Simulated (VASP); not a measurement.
# Ta: surface energy and work function by face, part 5 of 6

Aim: compare the low-index faces of Ta at one level of theory.

VASP 6.6.1; PBEsol; plane waves and PAW (Ta).

So far. Step 5 (Vacuum level and density of states, 7 atoms, face …): The vacuum level lies 4.85 eV above the Fermi level at the upper face; both faces agree, as the slab has next to no dipole. Step 6 (Surface relaxation, 9 atoms, face Ta(100)): The run ended after 13 ionic steps, 0.385 eV below its first step, once the forces on the free atoms met EDIFFG = -0.03.

### 7. Vacuum level and density of states, 9 atoms, face Ta(100)

INCAR reads:

```
SYSTEM = Ta
PREC = Normal
ENCUT = 320
EDIFF = 1E-06
NELM = 120
ISMEAR = 1
SIGMA = 0.15
LREAL = .FALSE.
ALGO = Fast
GGA = PS
NBANDS = 31
LORBIT = 11
LWAVE = .FALSE.
LCHARG = .TRUE.
KPAR = 4
IDIPOL = 3
LDIPOL = .TRUE.
DIPOL = 0.5 0.5 0.5
LVHAR = .TRUE.
LVACPOTAV = .TRUE.
NEDOS = 1500
```

POSCAR reads:

```
Ta
1.0
    3.2734425966      0.0000000000      0.0000000000
    0.0000000000      3.2734425966      0.0000000000
    0.0000000000      0.0000000000     28.0937703864
Ta
9
Direct
    0.0000000000      0.0000000000      0.2739247986
    0.5000000000      0.5000000000      0.3241180905
    0.0000000000      0.0000000000      0.3822118839
    0.5000000000      0.5000000000      0.4424312018
    0.0000000000      0.0000000000      0.5000000000
    0.5000000000      0.5000000000      0.5575687982
    0.0000000000      0.0000000000      0.6177881161
    0.5000000000      0.5000000000      0.6758819095
    0.0000000000      0.0000000000      0.7260752014
```

KPOINTS reads:

```
Automatic mesh
0
Gamma
9 9 1
0 0 0
```

The projector-augmented-wave data sets are Ta (PBE family, release 64).

Run with:

```console
> mpirun -np 4 vasp_std
```

The program printed:

```text
[... set-up lines as in an earlier step ...]
 entering main loop
       N       E                     dE             d eps       ncg     rms          rms(c)
DAV:   1     0.114155714093E+03    0.11416E+03   -0.12692E+04   930   0.771E+02
DAV:   2    -0.974590517256E+02   -0.21161E+03   -0.19840E+03  1301   0.171E+02
DAV:   3    -0.117907592713E+03   -0.20449E+02   -0.19354E+02  1257   0.543E+01
DAV:   4    -0.119213346142E+03   -0.13058E+01   -0.12895E+01  1532   0.131E+01
DAV:   5    -0.119246087834E+03   -0.32742E-01   -0.32511E-01  1460   0.217E+00    0.449E+01
RMM:   6    -0.144037249925E+03   -0.24791E+02   -0.15057E+02  1496   0.275E+01    0.254E+01
RMM:   7    -0.163116306075E+03   -0.19079E+02   -0.17362E+02  1525   0.319E+01    0.234E+01
RMM:   8    -0.113827308889E+03    0.49289E+02   -0.33001E+01  1067   0.176E+01    0.110E+01
RMM:   9    -0.110049089978E+03    0.37782E+01   -0.15681E+01  1283   0.107E+01    0.530E+00
RMM:  10    -0.110101976829E+03   -0.52887E-01   -0.28696E+00  1353   0.525E+00    0.402E+00
RMM:  11    -0.110171510550E+03   -0.69534E-01   -0.75354E-01  1504   0.225E+00    0.389E+00
RMM:  12    -0.109966607398E+03    0.20490E+00   -0.80057E-01  1338   0.222E+00    0.292E+00
RMM:  13    -0.109946199468E+03    0.20408E-01   -0.13972E-01  1484   0.104E+00    0.287E+00
RMM:  14    -0.109947694010E+03   -0.14945E-02   -0.17467E-01  1350   0.104E+00    0.269E+00
RMM:  15    -0.110143113083E+03   -0.19542E+00   -0.92105E-01  1774   0.246E+00    0.358E+00
RMM:  16    -0.110443076727E+03   -0.29996E+00   -0.21101E-01  1518   0.102E+00    0.437E+00
RMM:  17    -0.110530150487E+03   -0.87074E-01   -0.76156E-02  1403   0.724E-01    0.479E+00
RMM:  18    -0.111632491576E+03   -0.11023E+01   -0.81008E-01  1834   0.207E+00    0.744E+00
RMM:  19    -0.111649950393E+03   -0.17459E-01   -0.27167E-02  1483   0.389E-01    0.749E+00
RMM:  20    -0.111871001844E+03   -0.22105E+00   -0.29798E-02  1397   0.396E-01    0.794E+00
RMM:  21    -0.111973314061E+03   -0.10231E+00   -0.22468E-02  1372   0.421E-01    0.813E+00
RMM:  22    -0.112092659493E+03   -0.11935E+00   -0.35217E-02  1480   0.488E-01    0.846E+00
RMM:  23    -0.112842824988E+03   -0.75017E+00   -0.18332E-01  1818   0.998E-01    0.976E+00
RMM:  24    -0.113056939172E+03   -0.21411E+00   -0.26070E-02  1491   0.390E-01    0.102E+01
RMM:  25    -0.112934773458E+03    0.12217E+00   -0.69439E-03  1122   0.295E-01    0.997E+00
RMM:  26    -0.112240367338E+03    0.69441E+00   -0.18800E-01  1820   0.107E+00    0.872E+00
RMM:  27    -0.110236460100E+03    0.20039E+01   -0.29217E+00  1859   0.415E+00    0.349E+00
RMM:  28    -0.109939628213E+03    0.29683E+00   -0.59971E-01  1860   0.173E+00    0.196E+00
RMM:  29    -0.109951584283E+03   -0.11956E-01   -0.15127E-02  1444   0.318E-01    0.202E+00
RMM:  30    -0.109948288927E+03    0.32954E-02   -0.30295E-03  1486   0.129E-01    0.199E+00
[...]
RMM:  35    -0.109802181608E+03    0.92829E-02   -0.12296E-02  1590   0.264E-01    0.411E-01
RMM:  36    -0.109798066177E+03    0.41154E-02   -0.86476E-03  1538   0.229E-01    0.209E-01
RMM:  37    -0.109796716646E+03    0.13495E-02   -0.81571E-03  1563   0.214E-01    0.503E-02
RMM:  38    -0.109796843268E+03   -0.12662E-03   -0.80234E-04  1511   0.779E-02    0.621E-02
RMM:  39    -0.109797148519E+03   -0.30525E-03   -0.45577E-04  1270   0.601E-02    0.956E-02
RMM:  40    -0.109797050014E+03    0.98504E-04   -0.13049E-04  1275   0.362E-02    0.871E-02
RMM:  41    -0.109796959177E+03    0.90837E-04   -0.30493E-05  1310   0.178E-02    0.776E-02
RMM:  42    -0.109796742244E+03    0.21693E-03   -0.31147E-04  1616   0.426E-02    0.317E-02
RMM:  43    -0.109796726181E+03    0.16063E-04   -0.61042E-05  1449   0.202E-02    0.208E-02
RMM:  44    -0.109796724141E+03    0.20398E-05   -0.25419E-05  1299   0.143E-02    0.843E-03
RMM:  45    -0.109796742764E+03   -0.18623E-04   -0.64923E-05  1482   0.202E-02    0.118E-02
RMM:  46    -0.109796742062E+03    0.70146E-06   -0.40679E-06   880   0.819E-03
 [... a notice as in an earlier step ...]

   1 F= -.10979674E+03 E0= -.10979488E+03  d E =-.557869E-02
```

The job ended after 42 s (4 MPI ranks of AMD EPYC 7R43, shared host; peak memory 0.64 GiB).

From OUTCAR (step 7):

```text
   NELECT =      45.0000    total number of electrons

 E-fermi :   1.3949

 k-point     1 :       0.0000    0.0000    0.0000
  band No.  band energies     occupation
    ...
     11      -1.6508      2.00000
     12      -1.5509      2.00000
     13      -0.8960      2.00000
     14       0.2397      2.00000
     15       1.3914      1.03969
     16       1.6162     -0.05749
     17       1.8893     -0.00003
     18       1.9439     -0.00000
     19       1.9723     -0.00000
     20       1.9728     -0.00000
    ...

  Total       -1.9781774     -1.9781774     -0.4575422      0.0000000      0.0000000      0.0000000
  in kB      -10.5282532    -10.5282532     -2.4351306      0.0000000      0.0000000      0.0000000
  external PRESSURE =      -7.8305457 kB  Pullay stress =       0.0000000 kB

 POSITION                                       TOTAL-FORCE (eV/Angst)
 -----------------------------------------------------------------------------------
      0.00000      0.00000      7.69558        -0.000000     -0.000000      0.001143
      1.63672      1.63672      9.10570        -0.000000      0.000000      0.014829
      0.00000      0.00000     10.73777         0.000000      0.000000     -0.013065
      1.63672      1.63672     12.42956         0.000000     -0.000000     -0.005500
      0.00000      0.00000     14.04689        -0.000000      0.000000      0.000000
      1.63672      1.63672     15.66421        -0.000000     -0.000000      0.005500
      0.00000      0.00000     17.35600        -0.000000      0.000000      0.013065
      1.63672      1.63672     18.98807        -0.000000     -0.000000     -0.014829
      0.00000      0.00000     20.39819        -0.000000      0.000000     -0.001143
 -----------------------------------------------------------------------------------
    total drift:                                0.000000     -0.000000      0.000000

  FREE ENERGIE OF THE ION-ELECTRON SYSTEM (eV)
  ---------------------------------------------------
  free  energy   TOTEN  =      -109.7967420624 eV

  energy  without entropy=     -109.7911633684  energy(sigma->0) =     -109.79488250

 vacuum level on the upper side and lower side of the slab         5.245         5.245

[... 8 parts as in an earlier step ...]

[... 10 further parts left out ...]
```

This step gave:

```yaml
electronic_cycles: 46
free_energy_toten: -109.7967 eV
energy_at_zero_smearing: -109.7949 eV
fermi_energy: 1.395 eV
vacuum_levels: 5.245, 5.245 eV
work_functions_of_the_upper_and_lower_face: 3.850, 3.850 eV
```

The planar average of the electrostatic potential oscillates, so the rows of the table below give means over windows of 1.78 Å about each position, cut where the curve ends. Its maxima inside the range that stand out by 2 % of the span (Å: eV): 9.8: -5.59, 11.6: -5.06, 13.3: -5.56, 14.8: -5.56, 16.5: -5.06, 18.3: -5.59. Its minima: 8.1: -7.64, 10.7: -6.42, 12.5: -6.23, 14.0: -6.20, 15.6: -6.23, 17.4: -6.42, 20.0: -7.64.

Zero at the Fermi level. Planar average of the electrostatic potential against height; means over each step:

height (Å), planar average of the electrostatic potential (eV) and a bar from the least value:
```
     0.89       3.86 ##############################
     2.67       3.86 ##############################
     4.45       3.79 ##############################
     6.23       1.25 #######################
     8.01      -6.83 
     9.79      -6.06 ##
    11.57      -5.65 ###
    13.35      -5.88 ###
    15.13      -5.85 ###
    16.91      -5.70 ###
    18.69      -6.26 ##
    20.47      -5.81 ###
    22.25       2.57 ##########################
    24.03       3.83 ##############################
    25.81       3.86 ##############################
    27.59       3.86 ##############################
```

Density of states in the PAW spheres, an atom over height of the layer and energy from the Fermi level.

Ten even steps from '_' (0.01 states/eV) to '@' (1.85 states/eV), each cell a mean:
```
%%======::======%%
----==******==----
++++**@@@@@@**++++
##++####%%####++##
########%%########
##@@%%######%%@@##
****----------****
::::::::..::::::::
==++==========++==
==++==++++++==++==
==++==------==++==
--==----------==--
..--------------..
..::..........::..
__________________
__....______....__
__________________
__________________
__________________
__________________
__________________
__________________
```
Columns: height of the layer (Å) from 7.7 to 20.4 (not evenly spaced); rows upwards: energy from the Fermi level (eV) from -7.9 to 0.5.

Valence density in the ca plane at fractional y = 0.000, with atoms of Ta within 0.2 Å of it. It is the smooth field of the valence electrons, not physical close to the nuclei.

Ten even steps from '0' (0.00 e/Å³) to '9' (0.54 e/Å³), each cell a mean:
```
55666654445666654444666665566469831000000000
55666654445666654444666655556667521000000000
44555544444554544444455544455554310000000000
44444444444444444444444444445543210000000000
44444444444444444444444444445543210000000000
44444444444444444444444444445553210000000000
45555554444555654444565554556665421000000000
55666754445666764444666665556568731000000000
55667654445667654444667655566469941000000000
```
Columns run along c (16.0 Å, from fractional 0.33 to 0.90 of the cell), rows up along a (3.3 Å). Atoms in or near the plane, at fractional coordinates: Ta at (0.38, 0.00), Ta at (0.50, 0.00), Ta at (0.62, 0.00), Ta at (0.73, 0.00).

The map of layer states is cut here 0.5 eV above the Fermi level, so it leaves out the states above that.

The vacuum level lies 3.85 eV above the Fermi level at the upper face; both faces agree, as the slab has next to no dipole.

The program found no field-free point at its default tolerance, but its printed level agrees with the flat part of the planar average.

On this mesh the fine structure of the density of states is sampling noise, and high empty states may be cut by the number of bands.

### 8. Relaxing the slab, 11 atoms, face Ta(111)

System of this step: Ta(111). The cell holds 11 atoms: 11 Ta. Its edges and angles: a = 4.629 Å, b = 4.629 Å, c = 24.450 Å, α = 90.0°, β = 90.0°, γ = 60.0°. It derives from Ta. 11 layers of bcc Ta, cut at this functional's lattice. Vacuum lies along c.

INCAR reads:

```
SYSTEM = Ta
PREC = Normal
ENCUT = 320
EDIFF = 1E-05
NELM = 120
ISMEAR = 1
SIGMA = 0.15
LREAL = .FALSE.
ALGO = Fast
GGA = PS
NBANDS = 38
LORBIT = 11
LWAVE = .FALSE.
LCHARG = .FALSE.
KPAR = 4
IBRION = 2
NSW = 40
ISIF = 2
EDIFFG = -0.03
POTIM = 0.4
MAXMIX = 40
```

POSCAR reads:

```
Ta
1.0
    4.6293469158      0.0000000000      0.0000000000
    2.3146734579      4.0091320320      0.0000000000
    0.0000000000      0.0000000000     24.4496148216
Ta
11
Direct
    0.6666666700      0.6666666700      0.3067533000
    0.0000000000      0.0000000000      0.3454026400
    0.3333333300      0.3333333300      0.3840519800
    0.6666666700      0.6666666700      0.4227013200
    0.0000000000      0.0000000000      0.4613506600
    0.3333333300      0.3333333300      0.5000000000
    0.6666666700      0.6666666700      0.5386493400
    0.0000000000      0.0000000000      0.5772986800
    0.3333333300      0.3333333300      0.6159480200
    0.6666666700      0.6666666700      0.6545973600
    0.0000000000      0.0000000000      0.6932467000
```

KPOINTS is that of step 7.

Run with:

```console
> mpirun -np 4 vasp_std
```

The program printed:

```text
[banner, memory and clock lines left out]
running    4 mpi-ranks, on    1 nodes
[...]
[... a notice as in an earlier step ...]

 LDA part: xc-table for (Slater+PW92), standard interpolation
 POSCAR, INCAR and KPOINTS ok, starting setup
[...]
entering main loop
       N       E                     dE             d eps       ncg     rms          rms(c)
DAV:   1     0.150941269100E+03    0.15094E+03   -0.14934E+04   912   0.755E+02
DAV:   2    -0.112698909008E+03   -0.26364E+03   -0.24759E+03  1276   0.166E+02
DAV:   3    -0.142672348541E+03   -0.29973E+02   -0.28515E+02  1144   0.580E+01
DAV:   4    -0.144981636148E+03   -0.23093E+01   -0.22829E+01  1520   0.150E+01
[...]
RMM:  25    -0.130828156249E+03   -0.33221E-04   -0.35808E-06   501   0.582E-03    0.111E-03
RMM:  26    -0.130828169041E+03   -0.12792E-04   -0.21353E-06   434   0.471E-03    0.770E-04
RMM:  27    -0.130828174084E+03   -0.50432E-05   -0.88014E-07   350   0.392E-03
   1 F= -.13082817E+03 E0= -.13082726E+03  d E =-.130828E+03
[... from here on, the cycles between the ionic steps are left out ...]
   2 F= -.13130575E+03 E0= -.13130361E+03  d E =-.477572E+00
   3 F= -.13158611E+03 E0= -.13158426E+03  d E =-.757932E+00
   4 F= -.13158791E+03 E0= -.13158607E+03  d E =-.759734E+00
   5 F= -.13166204E+03 E0= -.13166016E+03  d E =-.741281E-01
   6 F= -.13169936E+03 E0= -.13169852E+03  d E =-.111451E+00
   7 F= -.13172943E+03 E0= -.13173017E+03  d E =-.300688E-01
   8 F= -.13174280E+03 E0= -.13174705E+03  d E =-.434435E-01
   9 F= -.13174923E+03 E0= -.13175297E+03  d E =-.642621E-02
  10 F= -.13174960E+03 E0= -.13175320E+03  d E =-.680100E-02
  11 F= -.13175324E+03 E0= -.13175595E+03  d E =-.364104E-02
  12 F= -.13175344E+03 E0= -.13175589E+03  d E =-.383868E-02
  13 F= -.13175399E+03 E0= -.13175630E+03  d E =-.544366E-03
 trial-energy change:   -0.000544  1 .order   -0.000523   -0.001009   -0.000036
 step:   2.3308(harm=  2.3308)  dis= 0.00547  next Energy=  -131.753966 (dE=-0.523E-03)
 reached required accuracy - stopping structural energy minimisation
```

It took 3.6 min on 4 MPI ranks; peak memory 0.91 GiB; 14 min of CPU time.

From OUTCAR (step 8):

```text
  Total       -4.1655491     -4.1655491     -0.4052273      0.0000000      0.0000000      0.0000000
  in kB      -14.7075634    -14.7075634     -1.4307614      0.0000000      0.0000000      0.0000000
  external PRESSURE =     -10.2819627 kB  Pullay stress =       0.0000000 kB

 POSITION                                       TOTAL-FORCE (eV/Angst)
 -----------------------------------------------------------------------------------
      4.62935      2.67275      7.83324         0.000000      0.000000      0.002068
      0.00000      0.00000      8.50860        -0.000000     -0.000000     -0.003157
      2.31467      1.33638      9.29833         0.000000      0.000000      0.002789
      4.62935      2.67275     10.41088        -0.000000      0.000000     -0.002522
      4.62935      0.00000     11.26920         0.000000      0.000000      0.004181
      2.31467      1.33638     12.22481        -0.000000      0.000000      0.000000
      4.62935      2.67275     13.18041        -0.000000      0.000000     -0.004181
      2.31467      4.00913     14.03873         0.000000      0.000000      0.002522
      2.31467      1.33638     15.15129         0.000000     -0.000000     -0.002789
      4.62935      2.67275     15.94102         0.000000      0.000000      0.003157
      4.62935      0.00000     16.61637        -0.000000     -0.000000     -0.002068
 -----------------------------------------------------------------------------------
    total drift:                               -0.000001     -0.000001     -0.000038

  FREE ENERGIE OF THE ION-ELECTRON SYSTEM (eV)
  ---------------------------------------------------
  free  energy   TOTEN  =      -131.7539869723 eV

  energy  without entropy=     -131.7609335848  energy(sigma->0) =     -131.75630251

[... 1 part as in an earlier step ...]

[... 3 further parts left out ...]
[key lines of the parts left out:]
E-fermi :   0.2910
```

The run keeps the 12 symmetry operations of its start, so it cannot find a distortion of lower symmetry.

(Continued in part 6 of 6.)

[Lines on the potential files, build, host, timing and source positions are cut from VASP's logs without a mark.]

[Logs are printed without paths, hosts, clocks, repeated set-up lines and the standing remarks that a program may print on its own settings, such as how far it seeks lower states.]

[Hosts, paths, dates, database ids (printed as entryN), source tags and the programs' standing remarks are cut or masked in the printed files.]

[Runs that stopped without an error message from VASP are left out.]
